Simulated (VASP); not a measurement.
# Pt16CO in VASP: single point with RPBE

Aim: the single point of Pt16CO with RPBE.

Everything below comes from runs of VASP 6.6.1. Logs are shortened: lines on timing, memory, paths and dates and some standing lists are left out, and cuts for length are marked.

## (1) Starting point

The cell holds a slab with vacuum, 18 atoms: a = 5.549 Å, b = 5.549 Å, c = 24.797 Å, α = 90.00°, β = 90.00°, γ = 60.00°.

The cell was built by a generator and needn't be a form met in nature.

## (2) Single point, RPBE

The input, INCAR:

```
SYSTEM = Pt16CO
PREC = Accurate ; ENCUT = 520
EDIFF = 1E-6 ; ISMEAR = 0
SIGMA = 0.1 ; LREAL = Auto
LASPH = .TRUE. ; NELM = 100
ALGO = Fast ; ISIF = 2
LWAVE = .FALSE. ; LCHARG = .TRUE.
LDIPOL = .TRUE. ; IDIPOL = 3
DIPOL = 0.5 0.5 0.529 ; GGA = RP
LELF = .TRUE. ; LVHAR = .TRUE.
LVACPOTAV = .TRUE. ; NBANDS = 100
```

The input, KPOINTS:

```
Automatic mesh
0
G
  6 6 1
  0 0 0
```

The input, POSCAR:

```
Pt16CO
1.0
    5.5493740188      0.0000000000      0.0000000000
    2.7746870094      4.8058988753      0.0000000000
    0.0000000000      0.0000000000     24.7965673689
Pt C O
16 1 1
Direct
    0.0000000000      0.0000000000      0.3629534631
    0.5000000000      0.0000000000      0.3629534631
    0.0000000000      0.5000000000      0.3629534631
    0.5000000000      0.5000000000      0.3629534631
    0.1666666667      0.1666666667      0.4543178210
    0.6666666667      0.1666666667      0.4543178210
    0.1666666667      0.6666666667      0.4543178210
    0.6666666667      0.6666666667      0.4543178210
   -0.1648340054      0.3296680107      0.5478679555
    0.3333333333      0.3333333333      0.5465342128
   -0.1648340054      0.8351659946      0.5478679555
    0.3296680107      0.8351659946      0.5478679555
    0.0000000000      0.0000000000      0.6493786476
    0.5000777910     -0.0001555820      0.6397351143
   -0.0001555820      0.5000777910      0.6397351143
    0.5000777910      0.5000777910      0.6397351143
    0.0000000000      0.0000000000      0.7235727468
    0.0000000000      0.0000000000      0.7699717106
```

Potentials or basis: VASP PAW PBE potentials, release 64 (Pt, C, O).

Command:

```bash
$ cat potpaw_PBE.64/Pt/POTCAR potpaw_PBE.64/C/POTCAR potpaw_PBE.64/O/POTCAR > POTCAR
$ mpirun -np 1 vasp_std > vasp.out
```

OUTCAR:

```text
SYSTEM = Pt16CO
   PREC = Accurate
   ENCUT = 520
   EDIFF = 1E-6
   ISMEAR = 0
   LREAL = Auto
   LASPH = .TRUE.
   NELM = 100
   ISIF = 2
   GGA = RP

 ion  position               nearest neighbor table
   1  0.000  0.000  0.363-   7 2.77   6 2.77   5 2.77   3 2.77   3 2.77   4 2.77   4 2.77   2 2.77
                             2 2.77
   2  0.500  0.000  0.363-   8 2.77   5 2.77   6 2.77   4 2.77   3 2.77   4 2.77   3 2.77   1 2.77
                             1 2.77
   3  0.000  0.500  0.363-   5 2.77   8 2.77   7 2.77   1 2.77   1 2.77   2 2.77   2 2.77   4 2.77
                             4 2.77
   4  0.500  0.500  0.363-   6 2.77   7 2.77   8 2.77   2 2.77   1 2.77   2 2.77   1 2.77   3 2.77
                             3 2.77
   5  0.167  0.167  0.454-   3 2.77   2 2.77   1 2.77   7 2.77   7 2.77   8 2.77   8 2.77   6 2.77
                             6 2.77  10 2.79  12 2.81   9 2.81
   6  0.667  0.167  0.454-   4 2.77   1 2.77   2 2.77   8 2.77   7 2.77   8 2.77   7 2.77   5 2.77
                             5 2.77  10 2.79   9 2.81  11 2.81
   7  0.167  0.667  0.454-   1 2.77   4 2.77   3 2.77   5 2.77   5 2.77   6 2.77   6 2.77   8 2.77
                             8 2.77  10 2.79  12 2.81  11 2.81
   8  0.667  0.667  0.454-   2 2.77   3 2.77   4 2.77   6 2.77   5 2.77   6 2.77   5 2.77   7 2.77
                             7 2.77  11 2.83   9 2.83  12 2.83
   9  0.835  0.330  0.548-  11 2.74  12 2.74  10 2.77  10 2.77  16 2.79  15 2.79  12 2.81  11 2.81
                             6 2.81   5 2.81   8 2.83  13 2.97
  10  0.333  0.333  0.547-  11 2.77  12 2.77  11 2.77  12 2.77   9 2.77   9 2.77   5 2.79   7 2.79
                             6 2.79  14 2.81  15 2.81  16 2.81
  11  0.835  0.835  0.548-   9 2.74  12 2.74  10 2.77  10 2.77  15 2.79  14 2.79   9 2.81  12 2.81
                             6 2.81   7 2.81   8 2.83  13 2.97
  12  0.330  0.835  0.548-   9 2.74  11 2.74  10 2.77  10 2.77  16 2.79  14 2.79   9 2.81  11 2.81
                             7 2.81   5 2.81   8 2.83  13 2.97
  13  0.000  0.000  0.649-  17 1.84  16 2.78  15 2.78  15 2.78  16 2.78  14 2.78  14 2.78   9 2.97
                            12 2.97  11 2.97
  14  0.500  1.000  0.640-  15 2.77  16 2.77  16 2.78  15 2.78  13 2.78  13 2.78  11 2.79  12 2.79
                            10 2.81
  15  1.000  0.500  0.640-  14 2.77  16 2.77  14 2.78  16 2.78  13 2.78  13 2.78  11 2.79   9 2.79
                            10 2.81
  16  0.500  0.500  0.640-  14 2.77  15 2.77  14 2.78  15 2.78  13 2.78  13 2.78  12 2.79   9 2.79
                            10 2.81
  17  0.000  0.000  0.724-  18 1.15  13 1.84
  18  0.000  0.000  0.770-  17 1.15

  LATTYP: Found a hexagonal cell.
 ALAT       =     5.5493740187
 C/A-ratio  =     4.4683539594

  Lattice vectors:

 A1 = (  -2.7746870094,  -4.8058988753,   0.0000000000)
 A2 = (   5.5493740188,   0.0000000000,   0.0000000000)
 A3 = (   0.0000000000,   0.0000000000,  24.7965673689)

Analysis of symmetry for initial positions (statically):
=====================================================================
 Subroutine PRICEL returns:
 Original cell was already a primitive cell.

 Routine SETGRP: Setting up the symmetry group for a
 hexagonal supercell.

 Subroutine GETGRP returns: Found  6 space group operations
 (whereof  6 operations were pure point group operations)
 out of a pool of 24 trial point group operations.

The static configuration has the point symmetry C_3v.

Analysis of symmetry for dynamics (positions and initial velocities):
=====================================================================
 Subroutine PRICEL returns:
 Original cell was already a primitive cell.

 Routine SETGRP: Setting up the symmetry group for a
 hexagonal supercell.

 Subroutine GETGRP returns: Found  6 space group operations
 (whereof  6 operations were pure point group operations)
 out of a pool of 24 trial point group operations.

The dynamic configuration has the point symmetry C_3v.

 Subroutine INISYM returns: Found  6 space group operations
 (whereof  6 operations are pure point group operations),
 and found     1 'primitive' translations

----------------------------------------------------------------------------------------

                                     Primitive cell

  volume of cell :     661.3178

  direct lattice vectors                    reciprocal lattice vectors
     5.549374019  0.000000000  0.000000000     0.180200505 -0.104038810  0.000000000
     2.774687009  4.805898875  0.000000000     0.000000000  0.208077620  0.000000000
     0.000000000  0.000000000 24.796567369     0.000000000  0.000000000  0.040328163

  length of vectors
     5.549374019  5.549374019 24.796567369     0.208077620  0.208077620  0.040328163
[... 59 lines left out ...]

  Shift w.r.t. Gamma in fractional coordinates (k-lattice)
     0.000000000  0.000000000  0.000000000

 Subroutine IBZKPT returns following result:
 ===========================================

 Found      7 irreducible k-points:

 Following reciprocal coordinates:
            Coordinates               Weight
  0.000000  0.000000  0.000000      1.000000
  0.166667 -0.000000  0.000000      6.000000
  0.333333 -0.000000  0.000000      6.000000
  0.500000 -0.000000  0.000000      3.000000
  0.333333  0.166667  0.000000      6.000000
  0.500000  0.166667  0.000000     12.000000
 -0.333333  0.333333  0.000000      2.000000
   k-points           NKPTS =      7   k-points in BZ     NKDIM =      7   number of bands    NBANDS=    100
   number of dos      NEDOS =    301   number of ions     NIONS =     18
   total plane-waves  NPLWV = 338688
   dimension x,y,z NGX =    42 NGY =   42 NGZ =  192
   dimension x,y,z NGXF=    84 NGYF=   84 NGZF=  384
   ions per type =              16   1   1
   NGX,Y,Z   is equivalent  to a cutoff of  12.58, 12.58, 12.87 a.u.
   NGXF,Y,Z  is equivalent  to a cutoff of  25.16, 25.16, 25.74 a.u.
 SYSTEM =  Pt16CO
   PREC   = accura    normal or accurate (medium, high low for compatibility)
   ISTART =      0    job   : 0-new  1-cont  2-samecut
   ICHARG =      2    charge: 1-file 2-atom 10-const
   ISPIN  =      1    spin polarized calculation?
   LNONCOLLINEAR =      F non collinear calculations
   LSORBIT =      F    spin-orbit coupling
   LASPH  =      T    aspherical Exc in radial PAW
   ENCUT  =  520.0 eV  38.22 Ry    6.18 a.u.  10.32 10.32 46.11*2*pi/ulx,y,z
   NELM   =    100;   NELMIN=  2; NELMDL= -5     # of ELM steps
   EDIFF  = 0.1E-05   stopping-criterion for ELM
   LREAL  =      T    real-space projection
   EDIFFG = 0.1E-04   stopping-criterion for IOM
   NSW    =      0    number of steps for IOM
   IBRION =     -1    ionic relax: 0-MD 1-quasi-New 2-CG
   NFREE  =      0    steps in history (QN), initial steepest desc. (CG)
   ISIF   =      2    stress and relaxation
   ISYM   =      2    0-nonsym 1-usesym 2-fastsym
   POTIM  = 0.5000    time-step for ionic-motion
   TEBEG  =    0.0;   TEEND  =   0.0 temperature during run
   PSTRESS=    0.0 pullay stress
   NELECT =     170.0000    total number of electrons
   NUPDOWN=      -1.0000    fix difference up-down
   EMIN   =  10.00;   EMAX   =-10.00  energy-range for DOS
   EFERMI =   0.00;   METHOD = LEGACY
   ISMEAR =     0;   SIGMA  =   0.10  broadening in eV -4-tet -1-fermi 0-gaus
   EFERMI_NEDOS =   21; number of points for ismear=-14 and -15
   IALGO  =     68    algorithm
   IMIX   =      4    mixing-type and parameters
     AMIX     =   0.40;   BMIX     =  1.00
     AMIX_MAG =   1.60;   BMIX_MAG =  1.00
  volume/ion in A,a.u.               =      36.74       247.93
  Fermi-wavevector in a.u.,A,eV,Ry     =   1.040929  1.967070 14.742362  1.083533
  Thomas-Fermi vector in A             =   2.175527
   LORBIT       =      0    0 simple, 1 ext, 2 COOP (PROOUT), +10 PAW based schemes
   GGA     = RP    functional components
   LHFCALC =     F    Hartree Fock is set to
   AEXX    =    0.0000 exact exchange contribution
   IVDW    =     0    specifies the selected vdW correction
   LEPSILON=     F    determine dielectric tensor
   LRPA    =     F    only Hartree local field effects (RPA)
 non-spin polarized calculation
 RMM-DIIS sequential band-by-band and
 Gauss-broadening in eV      SIGMA  =   0.10
  energy-cutoff  :      520.00
  volume of cell :      661.32
 maximum number of plane-waves:     17895
 NGX is ok and might be reduce to    42
   NGX = 21   NGY = 21   NGZ = 93

 dipolmoment           0.000000      0.000000      0.476728 electrons x Angstroem

 number of electron     170.0000012 magnetization

 dipolmoment           0.000000      0.000000     -0.028724 electrons x Angstroem

 Free energy of the ion-electron system (eV)
  ---------------------------------------------------
  ext. energy  EPLUGINS =         0.00000000
  ---------------------------------------------------
  free energy    TOTEN  =       -99.10808635 eV

  energy without entropy =      -98.97187949  energy(sigma->0) =      -99.03998292

 E-fermi :   0.9411     XC(G=0):  -6.0306

 val. band max:        0.9324443760   @ k =   0.5000  -0.0000   0.0000
 cond. band min:       0.9642327454   @ k =   0.3333  -0.0000   0.0000
 fundamental gap:      0.0317883693
 Fermi energy:         0.9410977773

 k-point     1 :       0.0000    0.0000    0.0000
  band No.  band energies     occupation
      1     -23.2454      2.00000
      2      -9.4872      2.00000
      3      -8.4486      2.00000
      4      -7.2643      2.00000
      5      -6.7470      2.00000
      6      -6.1790      2.00000
[... 689 lines left out ...]
     96       3.6023      0.00000
     97       4.1833      0.00000
 [bands above 97 left out]

------------------------ aborting loop because EDIFF is reached ----------------------------------------

  FORCE on cell =-STRESS in cart. coord.  units (eV):
  Direction    XX          YY          ZZ          XY          YZ          ZX
  --------------------------------------------------------------------------------------
  -------------------------------------------------------------------------------------
  Total        0.5896106      0.5896106     10.5100189      0.0000000      0.0000000     -0.0000000
  in kB        1.4284522      1.4284522     25.4626669      0.0000000      0.0000000     -0.0000000
  external PRESSURE =       9.4398571 kB  Pullay stress =       0.0000000 kB

 VOLUME and BASIS-vectors are now :
 -----------------------------------------------------------------------------
  energy-cutoff  :      520.00
  volume of cell :      661.32
      direct lattice vectors                 reciprocal lattice vectors
     5.549374019  0.000000000  0.000000000     0.180200505 -0.104038810  0.000000000
     2.774687009  4.805898875  0.000000000     0.000000000  0.208077620  0.000000000
     0.000000000  0.000000000 24.796567369     0.000000000  0.000000000  0.040328163

 POSITION                                       TOTAL-FORCE (eV/Angst)
 -----------------------------------------------------------------------------------
      0.00000      0.00000      9.00000         0.000000      0.000000     -0.590789
      2.77469      0.00000      9.00000         0.000000      0.046426     -0.652146
      1.38734      2.40295      9.00000         0.040206     -0.023213     -0.652146
      4.16203      2.40295      9.00000        -0.040206     -0.023213     -0.652146
      1.38734      0.80098     11.26552        -0.019930     -0.011506      0.509229
      4.16203      0.80098     11.26552         0.019930     -0.011506      0.509229
[... 10 lines left out ...]
      0.00000      0.00000     17.94212         0.000000      0.000000     -1.020140
      0.00000      0.00000     19.09266        -0.000000      0.000000      1.336864
 -----------------------------------------------------------------------------------
    total drift:                               -0.000000     -0.000000      0.016167

  FREE ENERGIE OF THE ION-ELECTRON SYSTEM (eV)
  ---------------------------------------------------
  free  energy   TOTEN  =       -99.1080863497 eV

  energy  without entropy=      -98.9718794897  energy(sigma->0) =      -99.03998292

 vacuum level on the upper side and lower side of the slab         6.262         6.457
```

Wall time 14 min (1 thread of AMD EPYC 9R45 (Zen 5), shared host); peak memory 0.86 GiB.

Results:

| Item | Value |
| --- | --- |
| Free energy | -99.1081 eV |
| Largest force | 1.337 eV/Å |
| Band gap on the k mesh | none (metal or under the smearing width) |
| Work function of the upper face | 5.32 eV |
| Work function of the lower face | 5.52 eV |

Forces on the atoms (eV/Å):
```
Pt   0.000  0.000 -0.591
Pt   0.000  0.046 -0.652
Pt   0.040 -0.023 -0.652
Pt  -0.040 -0.023 -0.652
Pt  -0.020 -0.012  0.509
Pt   0.020 -0.012  0.509
Pt   0.000  0.023  0.509
Pt   0.000  0.000  0.419
Pt   0.000 -0.006  0.001
Pt   0.000  0.000 -0.010
Pt   0.005  0.003  0.001
Pt  -0.005  0.003  0.001
Pt   0.000  0.000 -0.106
Pt   0.000 -0.003  0.132
Pt  -0.003  0.002  0.132
Pt   0.003  0.002  0.132
C    0.000  0.000 -1.020
O    0.000  0.000  1.337
```

Caveat: the standard files for N, O and F lose accuracy on very short bonds; the PAW data sets were made with another functional, which shifts forces and pressure a little. The run has no spin-orbit coupling, so splittings on Pt are missing.
